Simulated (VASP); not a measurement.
An input for Quantum ESPRESSO's pw.x (written as the equivalent of a VASP run, and not itself run):

```
&CONTROL
  calculation = 'scf'
  pseudo_dir = './pseudo'
  outdir = './out'
  tprnfor = .true.
  tstress = .true.
/
&SYSTEM
  ibrav = 0
  nat = 2
  ntyp = 1
  ecutwfc = 84
  occupations = 'tetrahedra'
  input_dft = 'vdw-df2'
/
&ELECTRONS
  conv_thr = 7.3e-09
  electron_maxstep = 100
/
ATOMIC_SPECIES
  Ti 47.867 Ti.upf
CELL_PARAMETERS angstrom
     1.4833522   -2.5692414   -0.0000000
     1.4833522    2.5692414   -0.0000000
     0.0000000    0.0000000    4.7098092
ATOMIC_POSITIONS crystal
  Ti   0.3333330  0.6666670  0.2500000
  Ti   0.6666670  0.3333330  0.7500000
K_POINTS automatic
  16 16 9 0 0 0
```

### Question
Translate this input to VASP (INCAR, KPOINTS, POSCAR, choice of POTCAR).

### Answer
One answer among several that fit: 
**KPOINTS**
```
Automatic
0
gamma
 16 16 9
0 0 0
```

### INCAR
```
# general
SYSTEM   = Ti
PREC     = Accurate
ENCUT    = 520
LREAL    = .False.
LASPH    = .True.

# electronic loop
EDIFF    = 1E-7
NELM     = 100
ALGO     = Normal
LMAXMIX  = 4

# smearing
ISMEAR   = -5

# functional
GGA      = ML
LUSE_VDW = .True.
AGGAC    = 0.0
ZAB_VDW  = -1.8867

# ions
ISIF     = 2

# output
LWAVE    = .False.
LCHARG   = .True.
LORBIT   = 11
NEDOS    = 601
```

POSCAR:
```
Ti
1
    1.4833521735    -2.5692413898    -0.0000000000
    1.4833521735     2.5692413898    -0.0000000000
    0.0000000000     0.0000000000     4.7098092194
Ti
2
Direct
  0.3333330000   0.6666670000   0.2500000000
  0.6666670000   0.3333330000   0.7500000000
```

POTCAR, in this order: Ti_sv (PBE.64 set). Program: vasp_std.

The two are equivalent in intent, not identical: the potentials are each code's own (VASP's PAW set, PseudoDojo norm-conserving files in pw.x), so ENCUT and ecutwfc are chosen apart and not converted; conv_thr bounds pw.x's estimated SCF error, while EDIFF bounds the energy change between steps.

The compound is Ti in the hcp structure. It was relaxed first.
